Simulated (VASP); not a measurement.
```xyz
2
Lattice="0.0000 2.4482 2.4482 2.4482 0.0000 2.4482 2.4482 2.4482 0.0000" Properties=species:S:1:pos:R:3 pbc="T T T"
Y      0.0000     0.0000     0.0000
N      2.4482     2.4482     2.4482
```

The numbers are results of r2SCAN meta-GGA with spin-orbit coupling, VASP's PBE PAW potentials (set 64) (plane waves; VASP), not measurements. Run with 520 eV cut-off, 8×8×8 Γ-centred mesh, Gaussian smearing of 0.050 eV, potentials Y_sv N.

Question: Predict the energy per atom (σ→0), band gap (over mesh and band path) with the smallest direct gap where there is one.

Answer: 
```json
{
 "band gap (over mesh and band path)": "0.58 eV",
 "smallest direct gap (over mesh and band path)": "0.96 eV",
 "energy per atom (σ→0)": "-16.743 eV/atom"
}
```

Only differences to runs with the same potentials and settings are physical.

The compound is YN in the rock salt structure. It was relaxed first.
